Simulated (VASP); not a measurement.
```
MgB2
1.0
    1.56792    -2.71572     0.00000
    1.56792     2.71572     0.00000
    0.00000     0.00000     3.54920
Mg B
1 2
Direct
  0.00000   0.00000   0.00000
  0.33333   0.66667   0.50000
  0.66667   0.33333   0.50000
```

Computed with r2SCAN meta-GGA, VASP's PBE PAW potentials (set 64) (plane waves; VASP). Run with 520 eV cut-off, 11×11×9 Γ-centred mesh, first-order Methfessel-Paxton smearing of 0.10 eV, potentials Mg B.

Q: The ions and cell shape at fixed volume are relaxed. What does this cell relax into?

A: 
```
MgB2
1.0
    1.55516    -2.69361     0.00000
    1.55516     2.69361     0.00000
    0.00000     0.00000     3.60771
Mg B
1 2
Direct
  0.00000   0.00000   0.00000
  0.33333   0.66667   0.50000
  0.66667   0.33333   0.50000
```
Space group P6/mmm (191), at a tolerance of 0.03 Å.

Q: How much energy does the relaxation gain?

A: The energy (σ→0) changes by -4.4 meV/atom, in 3 ionic steps.

The compound is MgB2 in the AlB2 type structure. This cell is one point of a volume scan, at 1.06 of the reference volume. Symmetry was kept, so distortions that lower it aren't found.
